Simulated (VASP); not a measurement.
## Relaxed cell of ZrC: a test of cutoff and mesh

How far does the relaxed cell of ZrC depend on cutoff and k mesh? The starting structure is a measured crystal structure from the Crystallography Open Database.

Calculated with VASP 6.6.1; Kohn-Sham DFT with plane waves and PAW; PBEsol.

The database entry behind the starting cell differs from later determinations by our own check (an axis about 0.7 % long against later determinations), so it need not match the best structure at ambient conditions.

## Step 1: The structure

Symmetry: Fm-3m, No. 225, cubic system. Conventional cell: a = 4.730 Å, b = 4.730 Å, c = 4.730 Å, α = 90.00°, β = 90.00°, γ = 90.00°. Nearest to Zr lie 6 C at 2.37 Å. Nearest to C lie 6 Zr at 2.37 Å. Farther neighbours are not listed.

## Step 2: Reference relaxation

This run starts from the cell of an earlier relaxation, which isn't shown; the restart sets up the plane waves anew.

Input file INCAR:

```
SYSTEM = ZrC
PREC = Accurate
ENCUT = 520
EDIFF = 1E-06
NELM = 100
ISMEAR = 1
SIGMA = 0.1
LREAL = .FALSE.
ALGO = Normal
GGA = PS
NBANDS = 14
LORBIT = 11
LWAVE = .FALSE.
LCHARG = .FALSE.
KPAR = 2
IBRION = 2
NSW = 50
ISIF = 3
EDIFFG = -0.01
```

Input file POSCAR:

```
ZrC
1.0
    0.0000000000      2.3355966657      2.3355966657
    2.3355966657      0.0000000000      2.3355966657
    2.3355966657      2.3355966657      0.0000000000
Zr C
1 1
Direct
    0.5000000000      0.5000000000      0.5000000000
    0.0000000000      0.0000000000      0.0000000000
```

Input file KPOINTS:

```
Automatic mesh
0
Gamma
10 10 10
0 0 0
```

The projector-augmented-wave data sets are Zr_sv and C (PBE family, release 64).

On the command line:

```sh
> mpirun -np 2 vasp_std
```

Log:

```text
[banner, memory and clock lines left out]
running    2 mpi-ranks, on    1 nodes
 distrk:  each k-point on    1 cores,    2 groups
 distr:  one band on    1 cores,    1 groups

 POSCAR found type information on POSCAR ZrC
 POSCAR found :  2 types and       2 ions
|                                                                             |
|               ----> ADVICE to this user running VASP <----                  |
|                                                                             |
|     You enforced a specific xc type in the INCAR file but a different       |
|     [... a line on the potential file left out ...]
|     I HOPE YOU KNOW WHAT YOU ARE DOING!                                     |
|                                                                             |

 LDA part: xc-table for (Slater+PW92), standard interpolation
 POSCAR, INCAR and KPOINTS ok, starting setup
 FFT: planning ... GRIDC
 FFT: planning ... GRID_SOFT
 FFT: planning ... GRID
 WAVECAR not read
 entering main loop
       N       E                     dE             d eps       ncg     rms          rms(c)
DAV:   1     0.101492847727E+03    0.10149E+03   -0.87058E+03  1316   0.116E+03
DAV:   2    -0.173534538634E+02   -0.11885E+03   -0.11082E+03  1658   0.304E+02
DAV:   3    -0.235732320667E+02   -0.62198E+01   -0.61762E+01  2128   0.611E+01
DAV:   4    -0.237796654374E+02   -0.20643E+00   -0.20636E+00  1626   0.700E+00
DAV:   5    -0.237818923726E+02   -0.22269E-02   -0.22269E-02  1820   0.725E-01    0.216E+01
DAV:   6    -0.207062616129E+02    0.30756E+01   -0.70689E+00  1580   0.233E+01    0.808E+00
DAV:   7    -0.205936234376E+02    0.11264E+00   -0.43900E-01  1506   0.570E+00    0.663E+00
DAV:   8    -0.205908594073E+02    0.27640E-02   -0.25102E-01  1532   0.395E+00    0.384E+00
DAV:   9    -0.205702740104E+02    0.20585E-01   -0.59588E-02  1490   0.173E+00    0.417E-01
DAV:  10    -0.205707685134E+02   -0.49450E-03   -0.21991E-03  1746   0.493E-01    0.499E-01
DAV:  11    -0.205704491872E+02    0.31933E-03   -0.10189E-03  1484   0.257E-01    0.485E-02
DAV:  12    -0.205704461816E+02    0.30057E-05   -0.20389E-05  1670   0.326E-02    0.780E-03
DAV:  13    -0.205704458519E+02    0.32973E-06   -0.63075E-07  1066   0.670E-03
   1 F= -.20570446E+02 E0= -.20570565E+02  d E =-.205704E+02
 curvature:   0.00 expect dE= 0.000E+00 dE for cont linesearch  0.000E+00
 trial: gam= 0.00000 g(F)=  0.493E-59 g(S)=  0.208E-05 ort = 0.000E+00 (trialstep = 0.100E+01)
 search vector abs. value=  0.208E-05
 reached required accuracy - stopping structural energy minimisation
```

The job ended after 5.2 s (2 MPI ranks of Intel Xeon 6975P-C (Granite Rapids), shared host; peak memory 0.3 GiB; 9.4 s of CPU time).

Lines that name or quote the potential files are left out of all logs, and their timing lines are given in words.

Parts of OUTCAR (step 2):

```text
ion  position               nearest neighbor table
   1  0.500  0.500  0.500-   2 2.34   2 2.34   2 2.34   2 2.34   2 2.34   2 2.34
   2  0.000  0.000  0.000-   1 2.34   1 2.34   1 2.34   1 2.34   1 2.34   1 2.34

  LATTYP: Found a face centered cubic cell.
 ALAT       =     4.6711933314

 Subroutine GETGRP returns: Found 48 space group operations
 (whereof 48 operations were pure point group operations)

The static configuration has the point symmetry O_h .

 Found     47 irreducible k-points:

   k-points           NKPTS =     47   k-points in BZ     NKDIM =     47   number of bands    NBANDS=     14

   dimension x,y,z NGX =    28 NGY =   28 NGZ =   28
   dimension x,y,z NGXF=    56 NGYF=   56 NGZF=   56

   ENCUT  =  520.0 eV  38.22 Ry    6.18 a.u.   6.14  6.14  6.14*2*pi/ulx,y,z

   NELECT =      16.0000    total number of electrons

 k-points in reciprocal lattice and weights: Automatic mesh
   0.00000000  0.00000000  0.00000000       0.001
   0.10000000  0.00000000  0.00000000       0.008
   0.20000000  0.00000000  0.00000000       0.008
   0.30000000  0.00000000  0.00000000       0.008
   0.40000000  0.00000000  0.00000000       0.008
   0.50000000  0.00000000  0.00000000       0.004
   0.10000000  0.10000000  0.00000000       0.006
   0.20000000  0.10000000  0.00000000       0.024
   0.30000000  0.10000000  0.00000000       0.024
[...]
-0.30000000  0.40000000  0.20000000       0.024
  -0.30000000  0.50000000  0.20000000       0.012

 average (electrostatic) potential at core
       1 -72.7322       2 -44.0363

 E-fermi :   9.7182

 k-point     1 :       0.0000    0.0000    0.0000
  band No.  band energies     occupation
      1     -38.1931      2.00000
      2     -15.9212      2.00000
      3     -15.9212      2.00000
      4     -15.9212      2.00000
      5      -1.6367      2.00000
      6      10.6668     -0.00000
      7      10.6668     -0.00000
      8      10.6668     -0.00000
      9      10.7707     -0.00000
     10      10.7707     -0.00000
    ...

 k-point     2 :       0.1000    0.0000    0.0000
  band No.  band energies     occupation
    ...
      4     -15.9295      2.00000
      5      -1.4014      2.00000
      6       9.3203      2.00000
      7       9.6254      2.03205
      8       9.6254      2.03205
      9      11.1591     -0.00000
     10      11.1591     -0.00000
     11      11.6210     -0.00000
     12      13.7078      0.00000
     13      13.7078      0.00000
    ...

 k-point     3 :       0.2000    0.0000    0.0000
  band No.  band energies     occupation
    ...
      4     -15.9510      2.00000
      5      -0.7563      2.00000
      6       7.7115      2.00000
      7       8.4112      2.00000
      8       8.4112      2.00000
      9      11.8300      0.00000
     10      11.8300      0.00000
     11      12.2008      0.00000
     12      15.6337      0.00000
     13      15.6337      0.00000
    ...

  Total        0.0053621      0.0053621      0.0053621     -0.0000000      0.0000000      0.0000000
  in kB        0.3371468      0.3371468      0.3371468     -0.0000000      0.0000000      0.0000000
  external PRESSURE =       0.3371468 kB  Pullay stress =       0.0000000 kB

  energy-cutoff  :      520.00
  volume of cell :       25.48
      direct lattice vectors                 reciprocal lattice vectors
     0.000000000  2.335596666  2.335596666    -0.214078059  0.214078059  0.214078059
     2.335596666  0.000000000  2.335596666     0.214078059 -0.214078059  0.214078059
     2.335596666  2.335596666  0.000000000     0.214078059  0.214078059 -0.214078059

 POSITION                                       TOTAL-FORCE (eV/Angst)
 -----------------------------------------------------------------------------------
      2.33560      2.33560      2.33560        -0.000000     -0.000000      0.000000
      0.00000      0.00000      0.00000         0.000000      0.000000     -0.000000
 -----------------------------------------------------------------------------------
    total drift:                                0.000000      0.000000      0.000000

  FREE ENERGIE OF THE ION-ELECTRON SYSTEM (eV)
  ---------------------------------------------------
  free  energy   TOTEN  =       -20.5704458519 eV

  energy  without entropy=      -20.5708046089  energy(sigma->0) =      -20.57056544

 reached required accuracy - stopping structural energy minimisation

 total charge
# of ion       s       p       d       tot
------------------------------------------
    1        2.180   6.045   1.665   9.891
    2        0.882   1.471   0.000   2.353
--------------------------------------------------
tot          3.063   7.516   1.665  12.244

[... 3 further parts left out ...]
```

The PAW data sets were made with PBE, which is usual practice but a small mismatch for other functionals. The run keeps the 48 symmetry operations of its start, so it cannot find a distortion of lower symmetry.

The reference relaxation ends at 12.741 Å³ an atom.

## Step 3: Relaxation with a cutoff of 400 eV

Against step 2 the input has ENCUT = 400. This run starts from the cell of an earlier relaxation, which isn't shown; the restart sets up the plane waves anew.

Changes to INCAR since step 2:

```diff
@@ -2,3 +2,3 @@
 PREC = Accurate
-ENCUT = 520
+ENCUT = 400
 EDIFF = 1E-06
```

Input file POSCAR:

```
ZrC
1.0
    0.0000000000      2.3334785630      2.3334785630
    2.3334785630      0.0000000000      2.3334785630
    2.3334785630      2.3334785630      0.0000000000
Zr C
1 1
Direct
    0.5000000000      0.5000000000      0.5000000000
    0.0000000000      0.0000000000      0.0000000000
```

KPOINTS is that of step 2.

On the command line:

```sh
> mpirun -np 2 vasp_std
```

Log:

```text
[banner, memory and clock lines left out]
running    2 mpi-ranks, on    1 nodes
[...]
[... a notice as in an earlier step ...]

 LDA part: xc-table for (Slater+PW92), standard interpolation
 POSCAR, INCAR and KPOINTS ok, starting setup
[...]
entering main loop
       N       E                     dE             d eps       ncg     rms          rms(c)
DAV:   1     0.802416330549E+02    0.80242E+02   -0.74477E+03  1316   0.947E+02
DAV:   2    -0.182028608207E+02   -0.98444E+02   -0.93008E+02  1706   0.268E+02
DAV:   3    -0.236375633743E+02   -0.54347E+01   -0.54114E+01  2120   0.532E+01
DAV:   4    -0.237601040655E+02   -0.12254E+00   -0.12251E+00  1644   0.557E+00
[...]
DAV:  11    -0.205747111900E+02    0.32219E-03   -0.10414E-03  1448   0.257E-01    0.562E-02
DAV:  12    -0.205747064049E+02    0.47850E-05   -0.22757E-05  1706   0.342E-02    0.794E-03
DAV:  13    -0.205747054941E+02    0.91088E-06   -0.62400E-07  1000   0.637E-03
   1 F= -.20574705E+02 E0= -.20574822E+02  d E =-.205747E+02
[...]
DAV:   5    -0.205746351635E+02   -0.26051E-04   -0.18792E-05  2154   0.249E-02    0.429E-03
DAV:   6    -0.205746377923E+02   -0.26288E-05   -0.45954E-06  2074   0.145E-02    0.313E-03
DAV:   7    -0.205746380644E+02   -0.27208E-06   -0.13309E-07   748   0.416E-03
   2 F= -.20574638E+02 E0= -.20574753E+02  d E =0.674297E-04
 trial-energy change:    0.000067  1 .order    0.000069   -0.000167    0.000304
 step:   0.3547(harm=  0.3547)  dis= 0.00000  next Energy=   -20.574735 (dE=-0.297E-04)
[...]
N       E                     dE             d eps       ncg     rms          rms(c)
DAV:   1    -0.205752249701E+02   -0.58718E-03   -0.16009E-02  1442   0.130E+00    0.298E-01
DAV:   2    -0.205747990772E+02    0.42589E-03   -0.99771E-04  1514   0.352E-01    0.836E-02
DAV:   3    -0.205747193673E+02    0.79710E-04   -0.41376E-04  1954   0.148E-01    0.250E-02
DAV:   4    -0.205747282148E+02   -0.88475E-05   -0.14520E-05  2186   0.259E-02    0.235E-02
DAV:   5    -0.205747355557E+02   -0.73409E-05   -0.73528E-06  2116   0.157E-02    0.301E-03
DAV:   6    -0.205747358728E+02   -0.31717E-06   -0.20392E-06  1468   0.970E-03
   3 F= -.20574736E+02 E0= -.20574852E+02  d E =-.303788E-04
[...]
reached required accuracy - stopping structural energy minimisation
```

It took 5.4 s on 2 MPI ranks; peak memory 0.26 GiB; 9.8 s of CPU time.

From OUTCAR (step 3):

```text
  Total        0.0006139      0.0006139      0.0006139      0.0000000      0.0000000      0.0000000
  in kB        0.0387556      0.0387556      0.0387556      0.0000000      0.0000000      0.0000000
  external PRESSURE =       0.0387556 kB  Pullay stress =       0.0000000 kB

 POSITION                                       TOTAL-FORCE (eV/Angst)
 -----------------------------------------------------------------------------------
      2.33252      2.33252      2.33252         0.000000      0.000000      0.000000
      0.00000      0.00000      0.00000        -0.000000     -0.000000     -0.000000
 -----------------------------------------------------------------------------------
    total drift:                                0.000000     -0.000000      0.000000

  FREE ENERGIE OF THE ION-ELECTRON SYSTEM (eV)
  ---------------------------------------------------
  free  energy   TOTEN  =       -20.5747358728 eV

  energy  without entropy=      -20.5750848407  energy(sigma->0) =      -20.57485220

[... 2 parts as in an earlier step ...]

[... 2 further parts left out ...]
[key lines of the parts left out:]
E-fermi :   9.7660
```

With a cutoff of 400 eV the cell ends at 12.690 Å³ an atom, -0.39 % from the reference.

## Step 4: Relaxation with a 6×6×6 mesh

Against step 2 the input has a 6×6×6 mesh. This run starts from the cell of an earlier relaxation, which isn't shown; the restart sets up the plane waves anew.

Changes to INCAR since step 3:

```diff
@@ -2,3 +2,3 @@
 PREC = Accurate
-ENCUT = 400
+ENCUT = 520
 EDIFF = 1E-06
```

Input file POSCAR:

```
ZrC
1.0
    0.0000000000      2.3360666888      2.3360666888
    2.3360666888      0.0000000000      2.3360666888
    2.3360666888      2.3360666888      0.0000000000
Zr C
1 1
Direct
    0.5000000000      0.5000000000      0.5000000000
    0.0000000000      0.0000000000      0.0000000000
```

Input file KPOINTS:

```
Automatic mesh
0
Gamma
6 6 6
0 0 0
```

On the command line:

```sh
> mpirun -np 2 vasp_std
```

Log:

```text
[... set-up lines as in an earlier step ...]
 entering main loop
       N       E                     dE             d eps       ncg     rms          rms(c)
DAV:   1     0.101722355490E+03    0.10172E+03   -0.90216E+03   448   0.118E+03
DAV:   2    -0.172887085941E+02   -0.11901E+03   -0.11176E+03   580   0.304E+02
DAV:   3    -0.236809143188E+02   -0.63922E+01   -0.63600E+01   728   0.603E+01
DAV:   4    -0.237707443530E+02   -0.89830E-01   -0.89810E-01   562   0.529E+00
[...]
DAV:  11    -0.205616581095E+02    0.86193E-04   -0.29320E-04   484   0.152E-01    0.404E-02
DAV:  12    -0.205616565440E+02    0.15655E-05   -0.89550E-06   590   0.220E-02    0.423E-03
DAV:  13    -0.205616565695E+02   -0.25560E-07   -0.10445E-07   296   0.407E-03
   1 F= -.20561657E+02 E0= -.20561829E+02  d E =-.205617E+02
[...]
reached required accuracy - stopping structural energy minimisation
```

It took 2.8 s on 2 MPI ranks; peak memory 0.28 GiB; 4.5 s of CPU time.

OUTCAR, selected parts (step 4):

```text
  Total        0.0009617      0.0009617      0.0009617      0.0000000      0.0000000     -0.0000000
  in kB        0.0604334      0.0604334      0.0604334      0.0000000      0.0000000     -0.0000000
  external PRESSURE =       0.0604334 kB  Pullay stress =       0.0000000 kB

 POSITION                                       TOTAL-FORCE (eV/Angst)
 -----------------------------------------------------------------------------------
      2.33607      2.33607      2.33607        -0.000000     -0.000000     -0.000000
      0.00000      0.00000      0.00000         0.000000      0.000000      0.000000
 -----------------------------------------------------------------------------------
    total drift:                                0.000000      0.000000      0.000000

  FREE ENERGIE OF THE ION-ELECTRON SYSTEM (eV)
  ---------------------------------------------------
  free  energy   TOTEN  =       -20.5616565695 eV

  energy  without entropy=      -20.5621731062  energy(sigma->0) =      -20.56182875

[... 1 part as in an earlier step ...]

[... 3 further parts left out ...]
[key lines of the parts left out:]
E-fermi :   9.6944
```

With a 6×6×6 mesh the cell ends at 12.748 Å³ an atom, +0.06 % from the reference.

(Continued in part 2 of 2.)

[Lines on the potential files, build, host, timing and source positions are cut from VASP's logs without a mark.]

[Logs are printed without paths, hosts, clocks, repeated set-up lines and the standing remarks that a program may print on its own settings, such as how far it seeks lower states.]

[Hosts, paths, dates, database ids (printed as entryN), source tags and the programs' standing remarks are cut or masked in the printed files.]
